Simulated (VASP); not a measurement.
These are rev-vdW-DF2, VASP's PBE PAW potentials (set 64) (plane waves; VASP) values and carry that method's errors.

The input files of a VASP run:

POSCAR:
```
MoSi2
4.5424830
 -0.3537717606   0.3537717606   0.8658471082
  0.3537717606  -0.3537717606   0.8658471082
  0.3537717606   0.3537717606  -0.8658471082
Si Mo
2 1
Cartesian
  0.0000000000  -0.0000000000   1.1511129006
  0.0000000000  -0.0000000000   0.5805813157
  0.3537717606   0.3537717606  -0.8658471082
```

File KPOINTS:
```
Automatic mesh
0
Gamma
15 15 15
0 0 0
```

**INCAR**
```
SYSTEM  =  MoSi2
PREC  =  Accurate; ENCUT  =  520; LREAL  =  .FALSE.
LASPH  =  .TRUE.
EDIFF  =  1E-7; NELM  =  100; ALGO  =  Normal
LMAXMIX  =  4
ISMEAR  =  -5
GGA  =  MK; LUSE_VDW  =  .TRUE.; AGGAC  =  0.0
PARAM1  =  0.1234568; PARAM2  =  0.7114; ZAB_VDW  =  -1.8867
ISIF  =  2
LWAVE  =  .FALSE.; LCHARG  =  .TRUE.; LORBIT  =  11
NEDOS  =  601
LEFG  =  .TRUE.
```

POTCAR, in this order: Si Mo_sv (PBE.64 set). Program: vasp_std.

The resulting files:

File OUTCAR:
```
 ion  position               nearest neighbor table
   1  0.665  0.665  0.000-   2 2.59   3 2.62   3 2.62   3 2.62   3 2.62   3 2.64   2 2.64   2 2.64
                             2 2.64   2 2.64
   2  0.335  0.335  0.000-   1 2.59   3 2.62   3 2.62   3 2.62   3 2.62   3 2.64   1 2.64   1 2.64
                             1 2.64   1 2.64
   3  0.000  0.000  0.000-   2 2.62   1 2.62   1 2.62   1 2.62   1 2.62   2 2.62   2 2.62   2 2.62
                             1 2.64   2 2.64
  LATTYP: Found a body centered tetragonal cell.
 ALAT       =     3.2140044172
 C/A-ratio  =     2.4474737797
 Subroutine PRICEL returns:
 Original cell was already a primitive cell.
 Subroutine GETGRP returns: Found 16 space group operations
The static configuration has the point symmetry D_4h.
The dynamic configuration has the point symmetry D_4h.
 Subroutine INISYM returns: Found 16 space group operations
 Subroutine IBZKPT returns following result:
 Found    288 irreducible k-points:

 Following reciprocal coordinates:
            Coordinates               Weight
  0.000000  0.000000  0.000000      1.000000
  0.066667  0.000000  0.000000      8.000000
  0.133333  0.000000 -0.000000      8.000000
  0.200000  0.000000 -0.000000      8.000000
...
```

### OSZICAR
```
       N       E                     dE             d eps       ncg     rms          rms(c)
DAV:   1     0.129799542089E+03    0.12980E+03   -0.11525E+04  8648   0.140E+03
DAV:   2    -0.164056014962E+02   -0.14621E+03   -0.14485E+03 10740   0.339E+02
DAV:   3    -0.194536373881E+02   -0.30480E+01   -0.30249E+01 11475   0.444E+01
DAV:   4    -0.194699972251E+02   -0.16360E-01   -0.16358E-01 10068   0.370E+00
DAV:   5    -0.194701480714E+02   -0.15085E-03   -0.15093E-03 11650   0.323E-01    0.209E+01
DAV:   6    -0.187698811458E+02    0.70027E+00   -0.73574E+00 10033   0.184E+01    0.450E+00
DAV:   7    -0.186495623650E+02    0.12032E+00   -0.11613E+00  9790   0.691E+00    0.445E+00
DAV:   8    -0.186194770582E+02    0.30085E-01   -0.11529E-01 10264   0.283E+00    0.446E-01
DAV:   9    -0.186191187660E+02    0.35829E-03   -0.23966E-03 10852   0.423E-01    0.240E-01
DAV:  10    -0.186191327173E+02   -0.13951E-04   -0.73326E-04 10418   0.245E-01    0.500E-02
DAV:  11    -0.186191196111E+02    0.13106E-04   -0.22420E-04 10397   0.119E-01    0.388E-02
DAV:  12    -0.186191212111E+02   -0.16000E-05   -0.31212E-05  9882   0.403E-02    0.773E-03
DAV:  13    -0.186191208163E+02    0.39478E-06   -0.82056E-07 10733   0.716E-03    0.185E-03
DAV:  14    -0.186191207664E+02    0.49927E-07   -0.19357E-08  5734   0.106E-03
   1 F= -.18619121E+02 E0= -.18619121E+02  d E =0.000000E+00
```

**OUTCAR**
```
------------------------ aborting loop because EDIFF is reached ----------------------------------------
  FORCE on cell =-STRESS in cart. coord.  units (eV):
  Direction    XX          YY          ZZ          XY          YZ          ZX
  --------------------------------------------------------------------------------------
  Total        0.0230097      0.0230097     -0.0099002      0.0000000     -0.0000000     -0.0000000
  in kB        0.9073904      0.9073904     -0.3904171      0.0000000     -0.0000000     -0.0000000
  external PRESSURE =       0.4747879 kB  Pullay stress =       0.0000000 kB
  volume of cell :       40.63
      direct lattice vectors                 reciprocal lattice vectors
    -1.607002209  1.607002209  3.933095769     0.000000000  0.311138340  0.127126322
     1.607002209 -1.607002209  3.933095769     0.311138340  0.000000000  0.127126322
     1.607002209  1.607002209 -3.933095769     0.311138340  0.311138340  0.000000000
 POSITION                                       TOTAL-FORCE (eV/Angst)
 -----------------------------------------------------------------------------------
      0.00000      0.00000      5.22891        -0.000000     -0.000000     -0.027627
      0.00000      0.00000      2.63728        -0.000000     -0.000000      0.027627
      0.00000      0.00000      0.00000         0.000000      0.000000      0.000000
 -----------------------------------------------------------------------------------
    total drift:                                0.000000      0.000000     -0.000000
  FREE ENERGIE OF THE ION-ELECTRON SYSTEM (eV)
  ---------------------------------------------------
  free  energy   TOTEN  =       -18.6191207664 eV

  energy  without entropy=      -18.6191207664  energy(sigma->0) =      -18.61912077

 total charge

# of ion       s       p       d       tot
------------------------------------------
    1        0.744   0.875   0.000   1.619
    2        0.744   0.875   0.000   1.619
    3        2.284   6.201   4.185  12.671
--------------------------------------------------
tot          3.773   7.951   4.185  15.909

 Electric field gradients after diagonalization (V/A^2)
 (convention: |V_zz| > |V_xx| > |V_yy|)
----------------------------------------------------------------------
 ion       V_xx      V_yy      V_zz     asymmetry (V_yy - V_xx)/ V_zz
----------------------------------------------------------------------
   1       5.615     5.615   -11.229       0.000
   2       5.615     5.615   -11.229       0.000
   3      29.988    29.986   -59.974       0.000
```
(Selected blocks of OUTCAR.)

For a metal the tetrahedron method with Blöchl corrections gives inexact stress and forces.

The compound is MoSi2 in the MoSi2 type structure. It was relaxed first.
